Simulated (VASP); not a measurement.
Band gaps of BeTe (space group P6_3mc) from VASP (PAW), without and with spin-orbit coupling. Semilocal levels are at their own relaxed cell, hybrids and mBJ at PBE's; 0.00 means no gap at that level. Unless said otherwise, spin-orbit coupling is left out, though it shifts the bands of the heavy elements here.

The cell of the r2SCAN run:

```yaml
crystal:
  lattice:
    - [3.99136, 0.00000, 0.00000]
    - [-1.99568, 3.45662, 0.00000]
    - [0.00000, 0.00000, 6.58481]
  atoms:
    - { symbol: Be, position: [0.66667, 0.33333, 0.50059] }
    - { symbol: Be, position: [0.33333, 0.66667, 0.00059] }
    - { symbol: Te, position: [0.66667, 0.33333, 0.87441] }
    - { symbol: Te, position: [0.33333, 0.66667, 0.37441] }
```

```csv
level,gap without SOC (eV),gap with SOC (eV),shift (eV)
r2SCAN,2.57,?,?
```

Question: Fill in the missing entries.

Answer: 
- r2SCAN, gap with SOC (eV): 2.27
- r2SCAN, shift (eV): -0.30

Only levels that ran to the end are used. Left out are those held back, those with too coarse a band path, GW runs whose mesh misses a band edge, hybrids' fits of cells that aren't cubic and levels without matching references; a question may draw on a part of the rest.

The structure comes from a computed database's BeTe entry (P6_3mc); how it stands against other phases isn't given here. It was relaxed first. Symmetry was kept, so distortions that lower it aren't found.
